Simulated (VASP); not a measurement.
# SiRh3 (I4/mmm) in VASP: relaxation of cell and atoms with r2SCAN

Aim: the relaxation of cell and atoms of SiRh3 with r2SCAN.

All numbers are computed with VASP 6.6.1; they aren't measurements. Logs are shortened: lines on timing, memory, paths and dates and some standing lists are left out, and cuts for length are marked.

### 1 The crystal as given

The structure is tetragonal, space group I4/mmm (No. 139). Conventional cell: a = 3.867 Å, b = 3.867 Å, c = 7.339 Å, α = 90.00°, β = 90.00°, γ = 90.00°. Rh (site symmetry 4/mmm) is surrounded by 8 Rh at 2.67 Å and 4 Si at 2.73 Å. Around Rh (site symmetry -4m2) lie 8 Rh at 2.67 to 2.73 Å and 4 Si at 2.67 Å. Si (site symmetry 4/mmm) is surrounded by 12 Rh at 2.67 to 2.73 Å.

The cell comes from a database or a generator and needn't be the stable form of this composition.

### 2 Relaxation of cell and atoms, r2SCAN

Contents of INCAR:

```
PREC     = Accurate       # precision mode
ENCUT    = 600            # plane-wave cutoff, eV
EDIFF    = 1E-6           # SCF threshold, eV
ISMEAR   = 1              # smearing method
SIGMA    = 0.1            # smearing width, eV
LREAL    = F              # projectors in reciprocal space
LASPH    = T              # aspherical terms in the spheres
NELM     = 80             # most SCF steps
ALGO     = Normal         # electronic algorithm
ISIF     = 3              # what is computed and relaxed
LWAVE    = F              # write WAVECAR
LCHARG   = F              # write CHGCAR
METAGGA  = R2SCAN         # meta-GGA
LMIXTAU  = T            
IBRION   = 2              # ionic algorithm
NSW      = 60             # ionic steps
EDIFFG   = -0.01          # ionic threshold
```

Contents of KPOINTS:

```
Automatic mesh
0
Gamma
  10 10 10
```

Contents of POSCAR:

```
SiRh3
1.0
   -1.9335680000      1.9335680000      3.6693440000
    1.9335680000     -1.9335680000      3.6693440000
    1.9335680000      1.9335680000     -3.6693440000
Rh Si
3 1
Direct
    0.5000000000      0.5000000000      0.0000000000
    0.2500000000      0.7500000000      0.5000000000
    0.7500000000      0.2500000000      0.5000000000
    0.0000000000      0.0000000000      0.0000000000
```

Potentials or basis: VASP PAW PBE potentials, release 64 (Rh_pv, Si).

Command:

```sh
> cat potpaw_PBE.64/Rh_pv/POTCAR potpaw_PBE.64/Si/POTCAR > POTCAR
> mpirun -np 1 vasp_std > vasp.out
```

OUTCAR:

```text
PREC = Accurate
   ENCUT = 600
   EDIFF = 1E-6
   ISMEAR = 1
   LREAL = F
   LASPH = T
   NELM = 80
   ISIF = 3
   METAGGA = R2SCAN
   IBRION = 2
   NSW = 60
   EDIFFG = -0.01

 ion  position               nearest neighbor table
   1  0.500  0.500  0.000-   2 2.67   3 2.67   2 2.67   3 2.67   2 2.67   3 2.67   2 2.67   3 2.67
                             4 2.73   4 2.73   4 2.73   4 2.73
   2  0.250  0.750  0.500-   4 2.67   1 2.67   1 2.67   4 2.67   1 2.67   4 2.67   4 2.67   1 2.67
                             3 2.73   3 2.73   3 2.73   3 2.73
   3  0.750  0.250  0.500-   1 2.67   4 2.67   1 2.67   4 2.67   1 2.67   4 2.67   1 2.67   4 2.67
                             2 2.73   2 2.73   2 2.73   2 2.73
   4  0.000  0.000  0.000-   3 2.67   2 2.67   2 2.67   3 2.67   2 2.67   3 2.67   3 2.67   2 2.67
                             1 2.73   1 2.73   1 2.73   1 2.73

  LATTYP: Found a body centered tetragonal cell.
 ALAT       =     3.8671360000
 C/A-ratio  =     1.8977062095

  Lattice vectors:

 A1 = (  -1.9335680000,   1.9335680000,   3.6693440000)
 A2 = (   1.9335680000,  -1.9335680000,   3.6693440000)
 A3 = (   1.9335680000,   1.9335680000,  -3.6693440000)

Analysis of symmetry for initial positions (statically):
=====================================================================
 Subroutine PRICEL returns:
 Original cell was already a primitive cell.

 Routine SETGRP: Setting up the symmetry group for a
 body centered tetragonal supercell.

 Subroutine GETGRP returns: Found 16 space group operations
 (whereof 16 operations were pure point group operations)
 out of a pool of 16 trial point group operations.

The static configuration has the point symmetry D_4h.

Analysis of symmetry for dynamics (positions and initial velocities):
=====================================================================
 Subroutine PRICEL returns:
 Original cell was already a primitive cell.

 Routine SETGRP: Setting up the symmetry group for a
 body centered tetragonal supercell.

 Subroutine GETGRP returns: Found 16 space group operations
 (whereof 16 operations were pure point group operations)
 out of a pool of 16 trial point group operations.

The dynamic configuration has the point symmetry D_4h.

 Subroutine INISYM returns: Found 16 space group operations
 (whereof 16 operations are pure point group operations),
 and found     1 'primitive' translations

----------------------------------------------------------------------------------------

                                     Primitive cell

  volume of cell :      54.8741

  direct lattice vectors                    reciprocal lattice vectors
    -1.933568000  1.933568000  3.669344000     0.000000000  0.258589302  0.136264139
     1.933568000 -1.933568000  3.669344000     0.258589302  0.000000000  0.136264139
     1.933568000  1.933568000 -3.669344000     0.258589302  0.258589302  0.000000000

  length of vectors
     4.576183542  4.576183542  4.576183542     0.292294958  0.292294958  0.365700498

  position of ions in fractional coordinates (direct lattice)
     0.500000000  0.500000000  0.000000000
     0.250000000  0.750000000  0.500000000
     0.750000000  0.250000000  0.500000000
     0.000000000  0.000000000  0.000000000

  ion indices of the primitive-cell ions
   primitive index   ion index
                 1           1
                 2           2
                 3           3
                 4           4

----------------------------------------------------------------------------------------

 KPOINTS: Automatic mesh

Automatic generation of k-mesh.
 Grid dimensions read from file:
 generate k-points for:   10   10   10

 Generating k-lattice:

  Cartesian coordinates                     Fractional coordinates (reciprocal lattice)
     0.000000000  0.025858930  0.013626414     0.100000000  0.000000000  0.000000000
     0.025858930  0.000000000  0.013626414     0.000000000  0.100000000  0.000000000
     0.025858930  0.025858930  0.000000000     0.000000000  0.000000000  0.100000000

  Length of vectors
     0.029229496  0.029229496  0.036570050

  Shift w.r.t. Gamma in fractional coordinates (k-lattice)
     0.000000000  0.000000000  0.000000000

 Subroutine IBZKPT returns following result:
 ===========================================

 Found    102 irreducible k-points:

 Following reciprocal coordinates:
            Coordinates               Weight
  0.000000  0.000000  0.000000      1.000000
  0.100000 -0.000000  0.000000      8.000000
  0.200000 -0.000000  0.000000      8.000000
  0.300000 -0.000000  0.000000      8.000000
  0.400000 -0.000000  0.000000      8.000000
  0.500000 -0.000000  0.000000      4.000000
[... 16 lines left out ...]
  0.300000  0.300000  0.000000      8.000000
  0.400000  0.300000  0.000000     16.000000
 [... further k-points ...]
   k-points           NKPTS =    102   k-points in BZ     NKDIM =    102   number of bands    NBANDS=     29
   number of dos      NEDOS =    301   number of ions     NIONS =      4
   total plane-waves  NPLWV =  64000
   dimension x,y,z NGX =    40 NGY =   40 NGZ =   40
   dimension x,y,z NGXF=    80 NGYF=   80 NGZF=   80
   ions per type =               3   1
   NGX,Y,Z   is equivalent  to a cutoff of  14.53, 14.53, 14.53 a.u.
   NGXF,Y,Z  is equivalent  to a cutoff of  29.06, 29.06, 29.06 a.u.
 SYSTEM =  unknown system
   PREC   = accura    normal or accurate (medium, high low for compatibility)
   ISTART =      0    job   : 0-new  1-cont  2-samecut
   ICHARG =      2    charge: 1-file 2-atom 10-const
   ISPIN  =      1    spin polarized calculation?
   LNONCOLLINEAR =      F non collinear calculations
   LSORBIT =      F    spin-orbit coupling
   LASPH  =      T    aspherical Exc in radial PAW
   ENCUT  =  600.0 eV  44.10 Ry    6.64 a.u.   9.14  9.14  9.14*2*pi/ulx,y,z
   NELM   =     80;   NELMIN=  2; NELMDL= -5     # of ELM steps
   EDIFF  = 0.1E-05   stopping-criterion for ELM
   LREAL  =      F    real-space projection
   EDIFFG = -.1E-01   stopping-criterion for IOM
   NSW    =     60    number of steps for IOM
   IBRION =      2    ionic relax: 0-MD 1-quasi-New 2-CG
   NFREE  =      1    steps in history (QN), initial steepest desc. (CG)
   ISIF   =      3    stress and relaxation
   ISYM   =      2    0-nonsym 1-usesym 2-fastsym
   POTIM  = 0.5000    time-step for ionic-motion
   TEBEG  =    0.0;   TEEND  =   0.0 temperature during run
   PSTRESS=    0.0 pullay stress
   NELECT =      49.0000    total number of electrons
   NUPDOWN=      -1.0000    fix difference up-down
   EMIN   =  10.00;   EMAX   =-10.00  energy-range for DOS
   EFERMI =   0.00;   METHOD = LEGACY
   ISMEAR =     1;   SIGMA  =   0.10  broadening in eV -4-tet -1-fermi 0-gaus
   EFERMI_NEDOS =   21; number of points for ismear=-14 and -15
   IALGO  =     38    algorithm
   IMIX   =      4    mixing-type and parameters
     AMIX     =   0.40;   BMIX     =  1.00
     AMIX_MAG =   1.60;   BMIX_MAG =  1.00
  volume/ion in A,a.u.               =      13.72        92.58
  Fermi-wavevector in a.u.,A,eV,Ry     =   1.576465  2.979087 33.813782  2.485243
  Thomas-Fermi vector in A             =   2.677294
   LORBIT       =      0    0 simple, 1 ext, 2 COOP (PROOUT), +10 PAW based schemes
   METAGGA = R2SCAN    functional components
   LHFCALC =     F    Hartree Fock is set to
   AEXX    =    0.0000 exact exchange contribution
   IVDW    =     0    specifies the selected vdW correction
   LEPSILON=     F    determine dielectric tensor
   LRPA    =     F    only Hartree local field effects (RPA)
 conjugate gradient relaxation of ions
 non-spin polarized calculation
 Methfessel and Paxton  Order N= 1 SIGMA  =   0.10
  energy-cutoff  :      600.00
  volume of cell :       54.87
 maximum number of plane-waves:      1870
 NGX is ok and might be reduce to    40
   NGX = 19   NGY = 19   NGZ = 19

--------------------------------------- Ionic step        1  -------------------------------------------

 number of electron      48.9999999 magnetization

 Free energy of the ion-electron system (eV)
  ---------------------------------------------------
  ext. energy  EPLUGINS =         0.00000000
  ---------------------------------------------------
  free energy    TOTEN  =       -82.62062061 eV

  energy without entropy =      -82.62069984  energy(sigma->0) =      -82.62064702

------------------------ aborting loop because EDIFF is reached ----------------------------------------

  FORCE on cell =-STRESS in cart. coord.  units (eV):
  Direction    XX          YY          ZZ          XY          YZ          ZX
  --------------------------------------------------------------------------------------
  -------------------------------------------------------------------------------------
  Total       -2.4306721     -2.4306721     -2.5251102      0.0000000     -0.0000000      0.0000000
  in kB      -70.9691554    -70.9691554    -73.7264976      0.0000000     -0.0000000      0.0000000
  external PRESSURE =     -71.8882695 kB  Pullay stress =       0.0000000 kB
[... 99 lines left out ...]
  energy  without entropy=      -82.6575144217  energy(sigma->0) =      -82.65731798

--------------------------------------- Ionic step        4  -------------------------------------------

 number of electron      49.0000006 magnetization

 Free energy of the ion-electron system (eV)
  ---------------------------------------------------
  ext. energy  EPLUGINS =         0.00000000
  ---------------------------------------------------
  free energy    TOTEN  =       -82.65723590 eV

  energy without entropy =      -82.65753509  energy(sigma->0) =      -82.65733563

 E-fermi :  12.0904     XC(G=0): -14.6502

 val. band max:       12.0827848773   @ k =   0.5000   0.1000   0.0000
 cond. band min:      12.1006146281   @ k =   0.3000   0.3000   0.1000
 fundamental gap:      0.0178297507
 Fermi energy:        12.0904301364

 k-point     1 :       0.0000    0.0000    0.0000
  band No.  band energies     occupation
      1     -36.3737      2.00000
      2     -36.2203      2.00000
      3     -36.2203      2.00000
      4     -36.1130      2.00000
      5     -36.1130      2.00000
      6     -36.0133      2.00000
[... 757 lines left out ...]
     28      13.8954     -0.00000
     29      16.6144      0.00000

 [... further k-points ...]
[... 5 lines left out ...]
  --------------------------------------------------------------------------------------
  -------------------------------------------------------------------------------------
  Total        0.0035418      0.0035418     -0.0232739      0.0000000     -0.0000000      0.0000000
  in kB        0.1064760      0.1064760     -0.6996705      0.0000000     -0.0000000      0.0000000
  external PRESSURE =      -0.1622395 kB  Pullay stress =       0.0000000 kB
[... 19 lines left out ...]
  FREE ENERGIE OF THE ION-ELECTRON SYSTEM (eV)
  ---------------------------------------------------
  free  energy   TOTEN  =       -82.6572358988 eV

  energy  without entropy=      -82.6575350867  energy(sigma->0) =      -82.65733563

 reached required accuracy - stopping structural energy minimisation
```

It took 23 min on 1 thread of Intel Xeon 6975P-C (Granite Rapids), shared host; peak memory 0.36 GiB.

What came out:

```yaml
Free_energy: -82.6572 eV
Relaxed_volume: 13.32 Å³/atom
Relaxed_cell: a = 4.531 Å, b = 4.531 Å, c = 4.531 Å, α = 130.00°, β = 130.00°, γ = 73.41°
Space_group_after_relaxing_to_0.05_Å: I4/mmm (No. 139)
Energy_gained_by_relaxing: 9.2 meV/atom
Ionic_steps: 4
Pressure_after_relaxing: 0.0 GPa
Band_gap_on_the_k_mesh: none (metal or under the smearing width)
```

Stress tensor (GPa, compression positive):
```
 0.01  0.00  0.00
 0.00  0.01  0.00
 0.00  0.00 -0.07
```

Step by step:
| step | energy change (eV) | largest force (eV/Å) | pressure (GPa) | volume (Å³) |
| --- | --- | --- | --- | --- |
| 1 | 0.0000 | 0.0000 | -7.19 | 54.87 |
| 2 | 0.1389 | 0.0000 | 18.88 | 50.13 |
| 3 | -0.0366 | 0.0000 | -0.15 | 53.33 |
| 4 | -0.0366 | 0.0000 | -0.02 | 53.29 |

Final structure:
```yaml
crystal:
  lattice:
    - [-1.91508, 1.91508, 3.63289]
    - [1.91508, -1.91508, 3.63289]
    - [1.91508, 1.91508, -3.63289]
  atoms:
    - { symbol: Rh, position: [0.50000, 0.50000, 0.00000] }
    - { symbol: Rh, position: [0.25000, 0.75000, 0.50000] }
    - { symbol: Rh, position: [0.75000, 0.25000, 0.50000] }
    - { symbol: Si, position: [0.00000, 0.00000, 0.00000] }
```

Levels at points of the mesh, in eV from the Fermi level:
| k point | band 21 | band 22 | band 23 | band 24 | band 25 | band 26 | band 27 | band 28 |
| --- | --- | --- | --- | --- | --- | --- | --- | --- |
| (0.00, 0.00, 0.00) | -1.09 | -0.89 | -0.89 | -0.49 | 0.55 | 0.88 | 3.38 | 3.97 |
| (0.50, 0.00, 0.00) | -2.00 | -1.78 | -1.50 | -1.47 | 0.10 | 0.41 | 2.28 | 3.70 |
| (0.50, 0.50, 0.00) | -1.95 | -1.28 | -1.27 | -1.23 | -0.88 | -0.12 | 0.17 | 1.85 |
| (0.50, 0.50, 0.50) | -1.36 | -0.52 | -0.38 | -0.38 | 0.14 | 0.14 | 0.32 | 0.88 |

Caveat: the PAW data sets were made with another functional, which shifts forces and pressure a little.
